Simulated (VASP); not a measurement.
OSZICAR of a VASP run on CdS (zinc blende):

File OSZICAR:
```
       N       E                     dE             d eps       ncg     rms          rms(c)
DAV:   1     0.112052930793E+03    0.11205E+03   -0.91732E+03   770   0.126E+03
DAV:   2    -0.155238431894E+01   -0.11361E+03   -0.10905E+03   874   0.296E+02
DAV:   3    -0.666008745868E+01   -0.51077E+01   -0.50940E+01   904   0.651E+01
DAV:   4    -0.669881911636E+01   -0.38732E-01   -0.38726E-01   849   0.565E+00
DAV:   5    -0.669941323283E+01   -0.59412E-03   -0.59409E-03   904   0.671E-01    0.763E+00
DAV:   6    -0.616408801063E+01    0.53533E+00   -0.10723E+00  1039   0.138E+01    0.610E+00
DAV:   7    -0.614663313212E+01    0.17455E-01   -0.20195E-01   769   0.360E+00    0.308E+00
DAV:   8    -0.614682501116E+01   -0.19188E-03   -0.19138E-02   804   0.207E+00    0.276E-01
DAV:   9    -0.614665231159E+01    0.17270E-03   -0.25967E-03   859   0.828E-01    0.709E-02
DAV:  10    -0.614681865988E+01   -0.16635E-03   -0.29590E-04   789   0.173E-01    0.818E-02
DAV:  11    -0.614690629483E+01   -0.87635E-04   -0.13412E-04   782   0.125E-01    0.164E-02
DAV:  12    -0.614689458057E+01    0.11714E-04   -0.45664E-05   957   0.982E-02    0.837E-03
DAV:  13    -0.614689587482E+01   -0.12942E-05   -0.49970E-06   774   0.161E-02    0.646E-03
DAV:  14    -0.614689572822E+01    0.14660E-06   -0.16662E-07   741   0.326E-03    0.385E-03
DAV:  15    -0.614689567540E+01    0.52822E-07   -0.10439E-07   547   0.265E-03
   1 F= -.67437646E+01 E0= -.67437646E+01  d E =-.109190E-10
```

Task: Which electronic solver shows in the log?

Result: It is blocked Davidson (ALGO = Normal, or the opening steps of other solvers). The INCAR had ALGO = Normal.

Task: Can the final energy be trusted as converged?

Result: The calculation finished and met its thresholds. It stopped with EDIFF = 1E-7, NELM = 100 (PBE GGA with D4 dispersion, plane waves, VASP's PBE PAW potentials (set 64)).

The compound is CdS in the zinc blende structure, a metastable form; wurtzite is the usual one. This cell is one point of a volume scan, at 1.03 of the reference volume.
